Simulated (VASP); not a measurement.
Data:

```
MgB2
1.0
    1.56974    -2.71886     0.00000
    1.56974     2.71886     0.00000
    0.00000     0.00000     3.55061
Mg B
1 2
Direct
  0.00000   0.00000   0.00000
  0.33333   0.66667   0.50000
  0.66667   0.33333   0.50000
```

These are optB88-vdW, VASP's PBE PAW potentials (set 64) (plane waves; VASP) values and carry that method's errors. Numerical set-up: 520 eV cut-off, 11×11×9 Γ-centred mesh, first-order Methfessel-Paxton smearing of 0.10 eV, potentials Mg B.

Task: The ions and cell shape at fixed volume are relaxed. What does this cell relax into?

Result: 
```
MgB2
1.0
    1.55627    -2.69554     0.00000
    1.55627     2.69554     0.00000
    0.00000     0.00000     3.61231
Mg B
1 2
Direct
  0.00000   0.00000   0.00000
  0.33333   0.66667   0.50000
  0.66667   0.33333   0.50000
```
Space group P6/mmm (191), at a tolerance of 0.03 Å.

Task: How much energy does the relaxation gain?

Result: The energy (σ→0) changes by -4.4 meV/atom, in 3 ionic steps.

| step | E(σ→0) (eV) | max force (eV/Å) | pressure (GPa) | volume (Å³) |
|---|---|---|---|---|
| 1 | -12.4114 | 0.000 | -8.24 | 30.31 |
| 2 | -12.4239 | 0.000 | -7.56 | 30.31 |
| 3 | -12.4247 | 0.000 | -7.34 | 30.31 |

The compound is MgB2 in the AlB2 type structure. This cell is one point of a volume scan, at 1.06 of the reference volume. Symmetry was kept, so distortions that lower it aren't found.
